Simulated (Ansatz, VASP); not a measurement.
# Zn6In6Ga6O19 (amorphous InGaZnO3.17): VASP beside Ansatz, part 2 of 3

Wanted: the spread between two codes on one cell, functional and k mesh. Of the first pair: The structure shown is the start of the Ansatz relaxation below; VASP solves that cell, so the two are compared at the walk's first step.

VASP 6.6.1 and Ansatz 0.2.0.

So far: Starting point; Ansatz: relaxation, PBE.

### Step 3. VASP: single point, PBE, start cell, pair 1

Level of this step: PBE; plane waves and PAW (In_d, Ga_d, Zn, O) (VASP).

The same cell, functional, mesh and smearing now go to VASP, with its own data sets.

Lines of VASP's logs that name or quote its potential files are left out, and so is its time.

INCAR reads:

```
SYSTEM = Zn6In6Ga6O19
PREC = Accurate
ENCUT = 520
EDIFF = 1E-06
NELM = 120
ISMEAR = -1
SIGMA = 0.025
LREAL = Auto
ALGO = Normal
GGA = PE
NBANDS = 400
LORBIT = 11
LWAVE = .FALSE.
LCHARG = .FALSE.
ISIF = 2
LASPH = .TRUE.
GGA_COMPAT = .FALSE.
EFERMI = MIDGAP
NCORE = 2
```

POSCAR reads:

```
Zn6In6Ga6O19
1.0
   10.0503600000      0.0000000000      0.0000000000
    0.0000000000     10.0503600000      0.0000000000
    0.0000000000      0.0000000000     10.0503600000
In Ga Zn O
12 12 12 38
Direct
    0.8646157949      0.2886264771      0.7998121460
    0.4351485917      0.1704118061      0.1713570459
    0.5341301207      0.5309859547      0.3406843138
    0.4129404320      0.5472838784      0.9880939588
    0.8018817236      0.0830219017      0.3937371398
    0.7268396356      0.7301131502      0.5534926112
    0.9567418481      0.5743674853      0.3085362116
    0.0209345735      0.5058823764      0.9360659718
    0.1484722935      0.8179408499      0.8706653294
    0.1687402242      0.0282178947      0.4104629088
    0.0097508945      0.2470856765      0.2007888275
    0.6887912473      0.0765345719      0.0700273423
    0.3978464453      0.9526225926      0.6691800095
    0.2199821698      0.1058370048      0.7127704878
    0.9920042665      0.0344465273      0.9260563801
    0.0320287034      0.2229870373      0.5409258972
    0.5317819461      0.2256834581      0.9219470745
    0.4972856694      0.8542977565      0.9637167226
    0.0037312096      0.8878686933      0.1582729375
    0.7064722060      0.7927676223      0.2160420124
    0.0896087304      0.6431013416      0.5708054239
    0.2934024254      0.3955480202      0.7187304733
    0.2067587629      0.2532645597      0.9644032652
    0.4746397144      0.2077438022      0.4701622628
    0.5076932568      0.9199670460      0.3974782993
    0.6803736384      0.0445655678      0.6991291854
    0.2235243315      0.9745123558      0.0717685735
    0.2914323467      0.7414659773      0.3382465902
    0.5764271131      0.4033586857      0.6704535957
    0.8048766412      0.7673754970      0.9226336171
    0.9929196566      0.9819946748      0.6279775053
    0.7114073526      0.3869513132      0.1201747997
    0.7722409944      0.3951500245      0.4365813762
    0.2484488118      0.4594163791      0.2613140226
    0.8597701973      0.5302496627      0.7287500149
    0.3812500249      0.6644239609      0.6879753561
    0.0638882587      0.7885389180      0.6780752132
    0.8885651857      0.7660223116      0.2465881819
    0.6614489431      0.2361606947      0.4408996295
    0.5420402851      0.9282951058      0.8006479370
    0.8619691235      0.0780171059      0.7904194477
    0.4156070031      0.3522560386      0.3055114444
    0.7911756395      0.9315288209      0.5538309075
    0.4232087209      0.9497968232      0.0990412284
    0.8005484381      0.2275341381      0.1723022857
    0.4489590423      0.5060316247      0.7758727051
    0.0681567625      0.4547896792      0.1681233309
    0.2093357850      0.5578705638      0.6774384201
    0.2268276957      0.4388002022      0.9390310397
    0.1580838895      0.6065951866      0.3972395019
    0.0136711521      0.2242606235      0.9733084188
    0.6374896024      0.7497741374      0.0456202564
    0.5288467279      0.0425357898      0.5636614012
    0.6047743563      0.7423017683      0.3662555371
    0.3802649855      0.6067245352      0.2057637736
    0.6710903888      0.9737462141      0.2635825980
    0.1408307762      0.2849649167      0.6962536665
    0.2201314182      0.1902319917      0.1402835321
    0.8475616794      0.9428517983      0.0292327837
    0.1830879690      0.8779088510      0.2645079380
    0.3910506688      0.7947178012      0.5443685599
    0.7488487975      0.6876470097      0.7572962561
    0.3875383568      0.0793006420      0.3564946927
    0.6420964025      0.2446977024      0.7660123617
    0.7402819401      0.5111856690      0.2651049316
    0.9089127156      0.6048340557      0.5220310516
    0.9627217334      0.3433210353      0.4027318424
    0.6422954004      0.5218221039      0.5294337715
    0.4072092940      0.3333213935      0.5808349154
    0.9901635364      0.7071885982      0.9745820050
    0.3637382144      0.7332075667      0.8961768534
    0.5643280440      0.4039855289      0.0033431638
    0.3515893958      0.2277629856      0.8410444999
    0.9800046963      0.0464261977      0.2783084387
```

KPOINTS reads:

```
Automatic mesh
0
Gamma
1 1 1
0 0 0
```

Potentials, in the order of the species: In_d, Ga_d, Zn and O (PBE family, release 64).

On the command line:

```bash
> mpirun -np 8 vasp_gam
```

Numbers of over 12 decimals in the logs are rounded to 6 here.

What it wrote:

```text
[banner, memory and clock lines left out]
running    8 mpi-ranks, on    1 nodes
[...]
LDA part: xc-table for (Slater+PW92), standard interpolation
 POSCAR, INCAR and KPOINTS ok, starting setup
[...]
entering main loop
       N       E                     dE             d eps       ncg     rms          rms(c)
DAV:   1     0.159307957661E+05    0.15931E+05   -0.28220E+05   808   0.310E+03
DAV:   2     0.419061179382E+04   -0.11740E+05   -0.11140E+05   800   0.934E+02
DAV:   3     0.381864609272E+03   -0.38087E+04   -0.36007E+04   912   0.384E+02
DAV:   4    -0.340586582098E+03   -0.72245E+03   -0.69033E+03   944   0.168E+02
[...]
DAV:  21    -0.356115511205E+03    0.37269E-05   -0.12432E-05   976   0.296E-02    0.136E-02
DAV:  22    -0.356115510664E+03    0.54136E-06   -0.13260E-05   968   0.113E-02    0.475E-03
DAV:  23    -0.356115510978E+03   -0.31371E-06   -0.29825E-06   528   0.931E-03
   1 F= -.35611551E+03 E0= -.35609798E+03  d E =-.350534E-01
```

Parts of OUTCAR (step 3):

```text
  Total        9.5009745     26.9959345     15.0046424      0.5125070     -3.0229813     -8.9302845
[...]
4.37340      1.71270      1.72220        -0.880904      0.389827      0.903317
      5.36820      5.33660      3.42400         0.029907      0.181454      0.009441
      4.15020      5.50040      9.93070        -0.162700      0.092896      0.185063
      8.05920      0.83440      3.95720        -0.508300     -0.136036      0.370180
      7.30500      7.33790      5.56280         0.150068     -0.326791      0.014010
      9.61560      5.77260      3.10090         0.084135     -0.333244     -0.203878
      0.21040      5.08430      9.40780         0.609222     -0.078784      1.346269
      1.49220      8.22060      8.75050         0.410599     -0.923615     -0.623663
      1.69590      0.28360      4.12530         0.789837      0.047021     -0.095064
      0.09800      2.48330      2.01800        -0.194191      0.549335      0.090273
      6.92260      0.76920      0.70380         0.688037     -0.234767     -0.128378
      3.99850      9.57420      6.72550         1.039944     -0.564534     -0.439011
      2.21090      1.06370      7.16360        -0.299521     -0.293860      0.376904
      9.97000      0.34620      9.30720        -0.278022      0.673067     -0.137332
[...]
-----------------------------------------------------------------------------------
    total drift:                                0.021428     -0.009251      0.006606

  FREE ENERGIE OF THE ION-ELECTRON SYSTEM (eV)
  ---------------------------------------------------
  free  energy   TOTEN  =      -356.1155109777 eV

  energy  without entropy=     -356.0804575500  energy(sigma->0) =     -356.09798426

[... 2 further parts left out ...]
[key lines of the parts left out:]
E-fermi :   5.1315
```

The run ends at a pressure of 2.71 GPa, with forces up to 1.5 eV/Å.

### Step 4. Comparison

Known differences besides the potentials themselves: the cutoff is 420 eV in Ansatz and 520 eV in VASP (PREC = Accurate, projectors in real space). Total energies have different zeros and are not compared.

Forces on 10 of the 74 atoms, those with the largest forces and the largest differences (eV/Å; atoms numbered as in POSCAR):

```csv
atom,"Ansatz x, y, z","VASP x, y, z"
In2,"-0.924, 0.383, 0.928","-0.881, 0.390, 0.903"
In8,"0.613, -0.041, 1.352","0.609, -0.079, 1.346"
Ga13,"1.099, -0.584, -0.464","1.040, -0.565, -0.439"
Ga16,"-1.025, 1.059, 0.164","-1.026, 1.023, 0.163"
Ga17,"0.209, 0.976, -0.970","0.209, 0.930, -0.926"
Zn28,"0.219, -0.619, -0.055","0.297, -0.626, -0.026"
Zn31,"-0.897, -1.019, 0.492","-0.890, -1.008, 0.490"
Zn35,"-0.693, 0.405, -0.635","-0.652, 0.341, -0.642"
O37,"-0.247, 1.288, -0.336","-0.254, 1.300, -0.341"
O65,"0.198, -0.145, -0.188","0.220, -0.075, -0.168"
```

The forces differ by 26 meV/Å r.m.s., which is 6.4 % of the r.m.s. force of 0.406 eV/Å (both taken over all components).

### Step 5. Ansatz: relaxation, PBE

This run makes the geometry at which the two programs are then compared. The cell compared in this pair holds 1101.48 Å³, against 1015.18 Å³ for the pair before.

The structure compared here is the end of the Ansatz relaxation.

input.yaml reads:

```yaml
crystal:
  lattice:
    - [10.05036, 0.0, 0.0]
    - [0.0, 10.05036, 0.0]
    - [0.0, 0.0, 10.05036]
  atoms:
    - { symbol: In, position: [0.86462, 0.28863, 0.79981] }
    - { symbol: In, position: [0.43515, 0.17041, 0.17136] }
    - { symbol: In, position: [0.53413, 0.53099, 0.34068] }
    - { symbol: In, position: [0.41294, 0.54728, 0.98809] }
    - { symbol: In, position: [0.80188, 0.08302, 0.39374] }
    - { symbol: In, position: [0.72684, 0.73011, 0.55349] }
    - { symbol: In, position: [0.95674, 0.57437, 0.30854] }
    - { symbol: In, position: [0.02093, 0.50588, 0.93607] }
    - { symbol: In, position: [0.14847, 0.81794, 0.87067] }
    - { symbol: In, position: [0.16874, 0.02822, 0.41046] }
    - { symbol: In, position: [0.00975, 0.24709, 0.20079] }
    - { symbol: In, position: [0.68879, 0.07653, 0.07003] }
    - { symbol: Ga, position: [0.39785, 0.95262, 0.66918] }
    - { symbol: Ga, position: [0.21998, 0.10584, 0.71277] }
    - { symbol: Ga, position: [0.992, 0.03445, 0.92606] }
    - { symbol: Ga, position: [0.03203, 0.22299, 0.54093] }
    - { symbol: Ga, position: [0.53178, 0.22568, 0.92195] }
    - { symbol: Ga, position: [0.49729, 0.8543, 0.96372] }
    - { symbol: Ga, position: [0.00373, 0.88787, 0.15827] }
    - { symbol: Ga, position: [0.70647, 0.79277, 0.21604] }
    - { symbol: Ga, position: [0.08961, 0.6431, 0.57081] }
    - { symbol: Ga, position: [0.2934, 0.39555, 0.71873] }
    - { symbol: Ga, position: [0.20676, 0.25326, 0.9644] }
    - { symbol: Ga, position: [0.47464, 0.20774, 0.47016] }
    - { symbol: Zn, position: [0.50769, 0.91997, 0.39748] }
    - { symbol: Zn, position: [0.68037, 0.04457, 0.69913] }
    - { symbol: Zn, position: [0.22352, 0.97451, 0.07177] }
    - { symbol: Zn, position: [0.29143, 0.74147, 0.33825] }
    - { symbol: Zn, position: [0.57643, 0.40336, 0.67045] }
    - { symbol: Zn, position: [0.80488, 0.76738, 0.92263] }
    - { symbol: Zn, position: [0.99292, 0.98199, 0.62798] }
    - { symbol: Zn, position: [0.71141, 0.38695, 0.12017] }
    - { symbol: Zn, position: [0.77224, 0.39515, 0.43658] }
    - { symbol: Zn, position: [0.24845, 0.45942, 0.26131] }
    - { symbol: Zn, position: [0.85977, 0.53025, 0.72875] }
    - { symbol: Zn, position: [0.38125, 0.66442, 0.68798] }
    - { symbol: O, position: [0.06389, 0.78854, 0.67808] }
    - { symbol: O, position: [0.88857, 0.76602, 0.24659] }
    - { symbol: O, position: [0.66145, 0.23616, 0.4409] }
    - { symbol: O, position: [0.54204, 0.9283, 0.80065] }
    - { symbol: O, position: [0.86197, 0.07802, 0.79042] }
    - { symbol: O, position: [0.41561, 0.35226, 0.30551] }
    - { symbol: O, position: [0.79118, 0.93153, 0.55383] }
    - { symbol: O, position: [0.42321, 0.9498, 0.09904] }
    - { symbol: O, position: [0.80055, 0.22753, 0.1723] }
    - { symbol: O, position: [0.44896, 0.50603, 0.77587] }
    - { symbol: O, position: [0.06816, 0.45479, 0.16812] }
    - { symbol: O, position: [0.20934, 0.55787, 0.67744] }
    - { symbol: O, position: [0.22683, 0.4388, 0.93903] }
    - { symbol: O, position: [0.15808, 0.6066, 0.39724] }
    - { symbol: O, position: [0.01367, 0.22426, 0.97331] }
    - { symbol: O, position: [0.63749, 0.74977, 0.04562] }
    - { symbol: O, position: [0.52885, 0.04254, 0.56366] }
    - { symbol: O, position: [0.60477, 0.7423, 0.36626] }
    - { symbol: O, position: [0.38027, 0.60672, 0.20576] }
    - { symbol: O, position: [0.67109, 0.97375, 0.26358] }
    - { symbol: O, position: [0.14083, 0.28496, 0.69625] }
    - { symbol: O, position: [0.22013, 0.19023, 0.14028] }
    - { symbol: O, position: [0.84756, 0.94285, 0.02923] }
    - { symbol: O, position: [0.18309, 0.87791, 0.26451] }
    - { symbol: O, position: [0.39105, 0.79472, 0.54437] }
    - { symbol: O, position: [0.74885, 0.68765, 0.7573] }
    - { symbol: O, position: [0.38754, 0.0793, 0.35649] }
    - { symbol: O, position: [0.6421, 0.2447, 0.76601] }
    - { symbol: O, position: [0.74028, 0.51119, 0.2651] }
    - { symbol: O, position: [0.90891, 0.60483, 0.52203] }
    - { symbol: O, position: [0.96272, 0.34332, 0.40273] }
    - { symbol: O, position: [0.6423, 0.52182, 0.52943] }
    - { symbol: O, position: [0.40721, 0.33332, 0.58083] }
    - { symbol: O, position: [0.99016, 0.70719, 0.97458] }
    - { symbol: O, position: [0.36374, 0.73321, 0.89618] }
    - { symbol: O, position: [0.56433, 0.40399, 0.00334] }
    - { symbol: O, position: [0.35159, 0.22776, 0.84104] }
    - { symbol: O, position: [0.98, 0.04643, 0.27831] }
kpoints:
  mp_grid: { grid: [1, 1, 1] }
hamiltonian:
  xc: pbe
scf:
  occupations: { method: fermi_dirac, width: 0.025 }
output:
  forces: true
relax:
  f_tol: 0.04
  max_steps: 250
  cell: {}
```

On the command line:

```bash
> ansatz run input.yaml --threads 4 --pin off --max-ram 8192MiB --backend cpu --events-out ev --progress --plain --runs-dir out
```

What it wrote:

```text
[...]
Crystal: 74 atoms, lattice volume = 1015.184 Å³
Basis set: ecut = 420 eV, 19933 PW (Γ), exchange–correlation on 144×144×144 points (8 copies of the dense FFT grid, shifted against one another)
Bands: 416, of which v1, the nominal top of the filled ones, is band 342 counted from 1 (341 counted from 0)
Symmetry: 1 space group operations
[...]
k-points: 1
[...]
- { symbol: O, position: [0.690012, 0.197841, 0.425976] }
    - { symbol: O, position: [0.522318, 0.945285, 0.807766] }
    - { symbol: O, position: [0.856556, -0.030598, 0.793353] }
    - { symbol: O, position: [0.380312, 0.467873, 0.370286] }
    - { symbol: O, position: [0.839224, 0.859228, 0.521221] }
    - { symbol: O, position: [0.412898, 0.926886, 0.080478] }
[...]
- { symbol: O, position: [0.359769, 0.719992, 0.880951] }
    - { symbol: O, position: [0.592517, 0.441017, -0.00605657] }
    - { symbol: O, position: [0.367343, 0.276724, 0.942527] }
    - { symbol: O, position: [0.976993, 0.021628, 0.290682] }
[key lines of the parts left out:]
P = ⅓ Tr σ = -0.0090 GPa (-0.090 kbar)
```

(Part 2 of 3 ends here.)

[Lines on the potential files, build, host, timing and source positions are cut from VASP's logs without a mark.]

[Logs are printed without paths, hosts, clocks, repeated set-up lines and the standing remarks that a program may print on its own settings, such as how far it seeks lower states.]

[Hosts, paths, dates, database ids (printed as entryN), source tags and the programs' standing remarks are cut or masked in the printed files.]
